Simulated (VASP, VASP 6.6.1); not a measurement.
# Lattice constants of black phosphorus from semilocal and van der Waals functionals: the soft axes miss a 1 % target

## The measurement

The reference is a compression study of black phosphorus by powder X-ray diffraction in a diamond anvil cell, with helium as the pressure medium, at room temperature: "Anisotropic thermo-mechanical response of layered hexagonal boron nitride and black phosphorus: application as a simultaneous pressure and temperature sensor" (2023, arXiv:2307.07533). The three lattice constants are the zero-pressure coefficients of fits to data between 0 and 5 GPa, polynomial for a and b and linear for c. They are therefore fit intercepts, not readings from a free-standing powder. We see no reason to distrust them at the level needed here: they agree with the accepted ambient values, and the separate structure refinement from which our starting cell derives differs from them by only 0.002 Å in a and 0.004 Å in b and c.

| compared with | measured | source's wording or label | T (K) | method |
| --- | --- | --- | --- | --- |
| lattice constant a of the conventional cell (Å) | 3.314 ± 0.001 | a at zero pressure, from polynomial fit to 0-5 GPa data | room temperature | powder XRD in diamond anvil cell |
| lattice constant b of the conventional cell (Å) | 10.48 ± 0.01 | b (normal to layers) at zero pressure, from polynomial fit to 0-5 GPa data | room temperature | powder XRD in diamond anvil cell |
| lattice constant c of the conventional cell (Å) | 4.375 ± 0.002 | c at zero pressure, from linear fit to 0-5 GPa data | room temperature | powder XRD in diamond anvil cell |

Conditions are those given with the value in the passage it was taken from; "not stated" means there, and the paper may say more elsewhere. The values are a selection: others may have been left out beforehand as unlike or outlying.

## Model and target

We look for the cheapest level of theory that gives each of the three lattice constants of black phosphorus within 1 % of experiment. The axes test different things. Along a, the zigzag direction, covalent bonds hold the puckered layer stiff. Along c, the armchair direction, the layer can fold and unfold at little cost in energy. Along b the layers are stacked, and dispersion forces matter. A volume alone could hide opposite errors in b and c, so each axis must pass by itself.

One per cent amounts to roughly 0.03 Å in a, 0.10 Å in b and 0.04 Å in c. That is well above the fit uncertainties, yet small enough to expose a poor description of the interlayer binding, which can shift a soft axis by several per cent. The calculations treat static nuclei at zero temperature, whereas the measurement was made at room temperature. We expect thermal and zero-point motion to lengthen the soft axes by some tenths of a per cent, so a sound static cell should come out slightly small there.

The model is the four-atom primitive cell, with cell and atoms relaxed under the Cmce symmetry from the refined structure stretched by 3 % in volume. We begin with a semilocal functional at a low cutoff, settle the basis, and then add dispersion or change the functional as the errors on the individual axes require. Semilocal functionals may close the narrow gap of this crystal, while the smearing is narrow and the mesh is of a kind meant for insulators, so the k mesh needs a test as well.

System: P; Cmce (No. 64), 4 atoms in the cell; conventional a = 3.316, b = 10.484, c = 4.379 A, from a published structure refinement (COD).

On the selection of runs and values: 13 further cited values are not listed: repeats, values quoted from earlier work, more than five for one quantity or six quantities, or quantities that fewer than three runs give.

## 1. PBEsol at two cutoffs

PBEsol is inexpensive and usually gives good bond lengths in solids, which should serve the a axis. It contains no explicit dispersion term, so b is the axis most at risk. We run it at 260 eV and at 450 eV on the same k mesh: the first is the lightest sensible setting, and the second shows whether the soft axes tolerate so small a basis in a variable-cell relaxation.

**Run 1.** VASP 6.6.1: PBEsol; 260 eV, 8x6x8 k mesh; cell and atoms relaxed, relaxed twice.

Key lines of the input:
```
ALGO = Normal
EDIFF = 1E-06
EDIFFG = -0.006
ENCUT = 260
GGA = PS
IBRION = 2
ISIF = 3
ISMEAR = 0
NBANDS = 16
NELM = 100
NSW = 50
PREC = Accurate
SIGMA = 0.03
KPOINTS: Gamma, 8 6 8
PAW data sets: P (PBE 64)
```

Command:
```
mpirun -np 8 vasp_std
```

Selected lines of the output:
```
  16 F= -.23019415E+02 E0= -.23019326E+02  d E =-.174640E-04
  17 F= -.23019434E+02 E0= -.23019346E+02  d E =-.369890E-04
  18 F= -.23019443E+02 E0= -.23019355E+02  d E =-.925272E-05
  19 F= -.23019449E+02 E0= -.23019361E+02  d E =-.147175E-04
[second pass]
  12 F= -.22986685E+02 E0= -.22986597E+02  d E =-.945239E-05
 reached required accuracy - stopping structural energy minimisation
  external PRESSURE =       0.0599385 kB  Pullay stress =       0.0000000 kB
  volume of cell :       69.57
      direct lattice vectors                 reciprocal lattice vectors
     3.320101176 -0.000000000  0.000000000     0.301195640  0.098652448  0.000000000
     0.000000000 -0.000000000  4.134382529     0.000000000  0.000000000  0.241874087
     1.660050588 -5.068297954  0.000000000    -0.000000000 -0.197304896 -0.000000000
```

Converged; 2 min on 8 cores of AMD EPYC 7R43 64, shared host.

**Run 2.** VASP 6.6.1: PBEsol; 450 eV, 8x6x8 k mesh; cell and atoms relaxed, relaxed twice.

Key lines of the input, as changed from run 1:
```diff
- ENCUT = 260
+ ENCUT = 450
```

Selected lines of the output:
```
  21 F= -.23034344E+02 E0= -.23034254E+02  d E =-.987239E-05
  external PRESSURE =       0.1981518 kB  Pullay stress =       0.0000000 kB
  volume of cell :       71.37
```

Converged; 3.7 min of wall time.

| quantity | run 1 | run 2 | measured |
| --- | --- | --- | --- |
| lattice constant a of the conventional cell (Å) | 3.320 | 3.314 | 3.314 ± 0.001 |
| lattice constant b of the conventional cell (Å) | 10.137 | 10.261 | 10.48 ± 0.01 |
| lattice constant c of the conventional cell (Å) | 4.134 | 4.197 | 4.375 ± 0.002 |
| volume of the conventional cell (Å³) | 139.14 | 142.74 |  |
| space group at the end | Cmce | Cmce |  |
| pressure left at the end (GPa) | 0.0060 | 0.0198 |  |

At 450 eV a agrees with the measured value, but b is 2.1 % and c 4.1 % too short, so PBEsol misses the target on both soft axes. We had thought b most at risk because the functional has no dispersion term. Instead the larger relative error lies within the layer, along the armchair axis, and both errors are contractions. Room-temperature expansion has the right sign to account for part of this, but not the size.

The cutoff is no detail here. Going from 260 to 450 eV lengthens b by 0.124 Å and c by 0.063 Å, while a changes by only 0.006 Å. The lower cutoff is therefore unfit for this crystal, even though its relaxation ended with almost no residual pressure.

## 2. Cutoff and k mesh for PBEsol

With so strong a response to the cutoff, we want to know whether 450 eV is enough before we compare functionals. One run raises the cutoff to 600 eV on the same mesh, and another keeps 450 eV and refines the mesh to 10×8×10, which matters because the free energy in runs 1 and 2 differs from its zero-smearing value, a sign of a closed or nearly closed gap. We expect both changes to be small beside the 4.1 % error in c. If they are, the contraction belongs to the functional or the potential and not to the sampling.

**Run 3.** VASP 6.6.1: PBEsol; 600 eV, 8x6x8 k mesh; cell and atoms relaxed, relaxed twice.

Key lines of the input, as changed from run 1:
```diff
- ENCUT = 260
+ ENCUT = 600
```

Selected lines of the output:
```
  volume of cell :       71.46
```

Converged; 6.2 min of wall time.

**Run 4.** VASP 6.6.1: PBEsol; 450 eV, 10x8x10 k mesh; cell and atoms relaxed, relaxed twice.

Key lines of the input, as changed from run 2:
```diff
- KPOINTS: Gamma, 8 6 8
+ KPOINTS: Gamma, 10 8 10
```

Selected lines of the output:
```
  volume of cell :       71.92
```

Converged; 5.4 min of wall time.

| quantity | run 3 | run 4 | measured |
| --- | --- | --- | --- |
| lattice constant a of the conventional cell (Å) | 3.315 | 3.315 | 3.314 ± 0.001 |
| lattice constant b of the conventional cell (Å) | 10.266 | 10.317 | 10.48 ± 0.01 |
| lattice constant c of the conventional cell (Å) | 4.200 | 4.205 | 4.375 ± 0.002 |
| volume of the conventional cell (Å³) | 142.92 | 143.85 |  |
| space group at the end | Cmce | Cmce |  |
| pressure left at the end (GPa) | −0.0076 | 0.0046 |  |

Raising the cutoff from 450 to 600 eV changes b by 0.005 Å and c by 0.003 Å, so 450 eV is sufficient for PBEsol at the 1 % target. Both changes are small beside the error in c, as expected, but the k mesh matters more than the cutoff: the finer one lengthens b by 0.056 Å, about half the tolerance on that axis, and c by 0.008 Å. Two meshes do not establish convergence of b, and a result near its limit on the coarser mesh will need caution.

The verdict on PBEsol does not hinge on this. On the finer mesh b is still 1.6 % and c 3.9 % too short, and the error in c is far larger than any change seen in these two tests.

## 3. PBE at the same cost

The soft axes need to lengthen, and an attractive dispersion correction on top of PBEsol would be expected to pull the layers closer still. We therefore change the gradient functional first. PBE binds more weakly than PBEsol and belongs to the same class of cost. We expect it to lengthen c towards experiment, but to overshoot b, since it too has no dispersion term to hold the layers together. The settings are 450 eV and the 8×6×8 mesh, so the comparison is with the PBEsol run at those settings.

**Run 5.** VASP 6.6.1: PBE; 450 eV, 8x6x8 k mesh; cell and atoms relaxed, relaxed twice.

Key lines of the input, as changed from run 2:
```diff
- GGA = PS
+ GGA = PE
```

Selected lines of the output:
```
  28 F= -.21490378E+02 E0= -.21490378E+02  d E =-.519099E-04
  volume of cell :       85.16
      direct lattice vectors                 reciprocal lattice vectors
     0.000000000 -0.000000000  4.563322657     0.000000000  0.000000000  0.219138570
```

Converged; 4.4 min of wall time.

| quantity | run 5 | measured | deviation |
| --- | --- | --- | --- |
| lattice constant a of the conventional cell (Å) | 3.307 | 3.314 ± 0.001 | −0.007 (−0.2 %) |
| lattice constant b of the conventional cell (Å) | 11.286 | 10.48 ± 0.01 | +0.806 (+7.7 %) |
| lattice constant c of the conventional cell (Å) | 4.563 | 4.375 ± 0.002 | +0.188 (+4.3 %) |
| volume of the conventional cell (Å³) | 170.32 |  |  |
| space group at the end | Cmce |  |  |
| pressure left at the end (GPa) | 0.0139 |  |  |

PBE does lengthen c, but far past the measured value: c is now 4.3 % too long and b 7.7 % too long, while a stays within 0.2 %. Thermal expansion would widen both misses. The excess in b is what we expected of a functional without dispersion.

In PBEsol b and c are both too short, and in PBE both are too long. This suggests that the pucker of the layer responds to how strongly neighbouring layers bind, so that c cannot be treated as a purely intralayer quantity. The electronic state differs as well. In PBE the free energy and its zero-smearing value coincide, so no levels on the mesh are partly filled, whereas in PBEsol they differ slightly. The mesh sensitivity found for PBEsol therefore need not carry over to a functional that gives a larger cell.

## 4. r2SCAN without a dispersion term

We now move up to a meta-GGA. r2SCAN captures part of the medium-range attraction that PBE lacks, and it usually describes covalent bonds well. We expect b and c to fall between the PBEsol and PBE values, with b probably still somewhat long because the long-range part of dispersion is absent. This run will also serve as the baseline for judging a non-local correlation term, which costs more. Cutoff and mesh stay as they were.

**Run 6.** VASP 6.6.1: r2SCAN; 450 eV, 8x6x8 k mesh; cell and atoms relaxed, relaxed twice, LASPH on.

Key lines of the input, as changed from run 2:
```diff
- GGA = PS
+ LASPH = .TRUE.
+ METAGGA = R2SCAN
```

Selected lines of the output:
```
  volume of cell :       82.47
     0.000000000  0.000000000  4.549707616     0.000000000  0.000000000  0.219794344
```

Converged; 18 min of wall time.

| quantity | run 6 | measured | deviation |
| --- | --- | --- | --- |
| lattice constant a of the conventional cell (Å) | 3.294 | 3.314 ± 0.001 | −0.020 (−0.6 %) |
| lattice constant b of the conventional cell (Å) | 11.006 | 10.48 ± 0.01 | +0.526 (+5.0 %) |
| lattice constant c of the conventional cell (Å) | 4.550 | 4.375 ± 0.002 | +0.175 (+4.0 %) |
| volume of the conventional cell (Å³) | 164.94 |  |  |
| space group at the end | Cmce |  |  |
| pressure left at the end (GPa) | 0.0035 |  |  |

With r2SCAN b and c do fall between the PBEsol and PBE values, but b is still 5.0 % and c 4.0 % too long. Relative to PBE, b shortens by 0.280 Å and c by only 0.013 Å, so the change of functional helps the stacking far more than the armchair axis, as added medium-range attraction between the layers would. The a axis is 0.6 % short, within the target but further from experiment than with either gradient functional. The run took 18 minutes against 4.4 for PBE, and the extra effort has not brought either soft axis near its limit.

## 5. Two functionals with non-local correlation

Both functionals that leave b too long lack long-range dispersion, so we now include it through a non-local correlation term, in two ways. Adding rVV10 to r2SCAN tests the missing term directly against the run just made. vdW-DF-cx joins non-local correlation to exchange of the gradient type and does without the meta-GGA ingredients. We expect both to bring b down strongly. The harder question is c, which must shorten by about 4 % from its r2SCAN value, and can do so only if the pucker follows the interlayer binding as the earlier runs suggested.

**Run 7.** VASP 6.6.1: vdW-DF-cx; 450 eV, 8x6x8 k mesh; cell and atoms relaxed, relaxed twice, LASPH on.

Key lines of the input, as changed from run 6:
```diff
+ AGGAC = 0
+ GGA = CX
- METAGGA = R2SCAN
+ LUSE_VDW = .TRUE.
```

Selected lines of the output:
```
[second pass]
   1 F= -.16740631E+02 E0= -.16740504E+02  d E =-.167406E+02
 reached required accuracy - stopping structural energy minimisation
     0.000000000  0.000000000  4.248333025     0.000000000  0.000000000  0.235386443
```

Converged; 14 min of wall time.

**Run 8.** VASP 6.6.1: r2SCAN + rVV10; 450 eV, 8x6x8 k mesh; cell and atoms relaxed, LASPH on.

Key lines of the input, as changed from run 6:
```diff
+ BPARAM = 11.95
+ CPARAM = 0.0093
+ IVDW_NL = 2
+ LUSE_VDW = .TRUE.
```

Selected lines of the output:
```
DAV:   3    -0.355862540640E+02    0.13900E-04   -0.27977E-05  3424   0.309E-02    0.769E-03
  17 F= -.35586253E+02 E0= -.35586213E+02  d E =-.656129E-04
     0.000000000 -0.000000000  4.464654942     0.000000000 -0.000000000  0.223981475
```

Converged; 23 min of wall time.

| quantity | run 7 | run 8 | measured |
| --- | --- | --- | --- |
| lattice constant a of the conventional cell (Å) | 3.333 | 3.297 | 3.314 ± 0.001 |
| lattice constant b of the conventional cell (Å) | 10.297 | 10.670 | 10.48 ± 0.01 |
| lattice constant c of the conventional cell (Å) | 4.248 | 4.465 | 4.375 ± 0.002 |
| volume of the conventional cell (Å³) | 145.78 | 157.07 |  |
| space group at the end | Cmce | Cmce |  |
| pressure left at the end (GPa) | 0.0162 | −0.0092 |  |

Neither functional meets the target. Both keep a within 0.6 % of experiment, but vdW-DF-cx leaves b about 1.7 % and c about 2.9 % shorter than measured, while r2SCAN + rVV10 leaves them about 1.8 % and 2.1 % too long.

The comparison with plain r2SCAN isolates the non-local term, except that run 8 had one relaxation pass and run 6 two. Adding rVV10 shortens b by 0.336 Å and c by 0.085 Å and hardly changes a. The armchair axis therefore responds to non-local correlation. This fits the coupling to interlayer binding that we suspected but does not prove it, since the term also acts within a layer. Only about half of the excess in c is removed.

Both runs used the 8×6×8 mesh, and in both the free energy differs slightly from its zero-smearing value, a sign of partly filled levels like those in PBEsol. A finer mesh for either functional is not shown in this report, so the exact size of their errors, and which of the two comes closer, remains open.

## Collected results

| run | settings | Q1 | Q2 | Q3 | mean abs. dev. of these columns (%) | cost |
| --- | --- | --- | --- | --- | --- | --- |
| 1 | PBEsol, 260 eV, 8x6x8 k mesh, relaxed twice | 3.320 | 10.137 | 4.134 | 3.0 | 16 core-min |
| 2 | PBEsol, 450 eV, 8x6x8 k mesh, relaxed twice | 3.314 | 10.261 | 4.197 | 2.1 | 29 core-min |
| 3 | PBEsol, 600 eV, 8x6x8 k mesh, relaxed twice | 3.315 | 10.266 | 4.200 | 2.0 | 50 core-min |
| 4 | PBEsol, 450 eV, 10x8x10 k mesh, relaxed twice | 3.315 | 10.317 | 4.205 | 1.8 | 43 core-min |
| 5 | PBE, 450 eV, 8x6x8 k mesh, relaxed twice | 3.307 | 11.286 | 4.563 | 4.1 | 35 core-min |
| 6 | r2SCAN, 450 eV, 8x6x8 k mesh, relaxed twice, LASPH on | 3.294 | 11.006 | 4.550 | 3.2 | 2.5 core-h |
| 7 | vdW-DF-cx, 450 eV, 8x6x8 k mesh, relaxed twice, LASPH on | 3.333 | 10.297 | 4.248 | 1.7 | 1.8 core-h |
| 8 | r2SCAN + rVV10, 450 eV, 8x6x8 k mesh, LASPH on | 3.297 | 10.670 | 4.465 | 1.5 | 3.1 core-h |
|  | measured | 3.314 ± 0.001 | 10.48 ± 0.01 | 4.375 ± 0.002 |  |  |

Q1: lattice constant a of the conventional cell (Å). Q2: lattice constant b of the conventional cell (Å). Q3: lattice constant c of the conventional cell (Å).

Further runs on the same system, made beside this series (convergence steps with loose settings among them):

| further | settings | Q1 | Q2 | Q3 | mean abs. dev. of these columns (%) | cost |
| --- | --- | --- | --- | --- | --- | --- |
| F1 | TPSS, 450 eV, 8x6x8 k mesh, LASPH on | 3.318 | 10.614 | 4.389 | 0.6 | 59 core-min |
| F2 | PBEsol + D3(BJ), 450 eV, 8x6x8 k mesh, relaxed twice | 3.335 | 9.932 | 3.824 | 6.2 | 34 core-min |
| F3 | LDA, 450 eV, 8x6x8 k mesh, relaxed twice | 3.301 | 10.138 | 4.145 | 3.0 | 21 core-min |
| F4 | PBEsol, 450 eV, 4x3x4 k mesh, relaxed twice | 3.449 | 9.948 | 3.771 | 7.7 | 10 core-min |
|  | measured | 3.314 ± 0.001 | 10.48 ± 0.01 | 4.375 ± 0.002 |  |  |

Q1: lattice constant a of the conventional cell (Å). Q2: lattice constant b of the conventional cell (Å). Q3: lattice constant c of the conventional cell (Å).

## Outcome

No level in this report meets the target of 1 % on every axis. All the functionals give a within 1 % on the 8×6×8 mesh; the soft axes decide the outcome. Of the levels in our main series, r2SCAN + rVV10 has the smallest mean deviation, at 3.1 core-hours, but b and c remain about 1.8 % and 2.1 % too long.

A further run with TPSS comes nearest, at 59 core-minutes. It gives a and c within about 0.3 % and misses narrowly on b, which is about 1.3 % too long. The size of that miss is not firm: refining the mesh lengthened b by about 0.06 Å in PBEsol, a shift that would widen the miss if it carried over, and such a test for TPSS is not shown in this report. The run also had a single relaxation pass, and its b ends close to the stretched start value (about 1 % above the refined b, if the stretch is uniform), which calls for caution on so soft an axis. Nor does TPSS contain long-range dispersion, so its closeness may rest on compensating errors or on a relaxation that stopped early on a flat energy surface, and it is no evidence that TPSS describes the interlayer binding.

The most useful comparison was r2SCAN with and without rVV10: non-local correlation shortens both soft axes. Dispersion does not help every functional, however. D3(BJ) on PBEsol, which already binds too tightly, leaves c about 13 % too short. The 260 eV run served only to rule out that cutoff, and a 4×3×4 mesh distorts even the stiff a axis.

Thermal and zero-point expansion, perhaps some tenths of a per cent, would reduce the contractions found with PBEsol and vdW-DF-cx without removing them, and would widen the excesses of TPSS and r2SCAN + rVV10 in b and c. What remains we ascribe mainly to the balance between exchange and interlayer attraction, though mesh and cutoff tests for functionals other than PBEsol are not shown in this report. PBE with a dispersion correction would be the natural next test, because PBE errs towards long b and c.

[Logs are printed without paths, hosts, clocks, repeated set-up lines and the standing remarks that a program may print on its own settings, such as how far it seeks lower states.]

[The runs shown are a pick from a larger set of finished runs; failed, doubtful and other runs were left out of it ahead of writing. So were measured values far from every level or from commonly accepted values, and agreement can look better than it is. Lines of input and output are excerpts and may be shortened.]
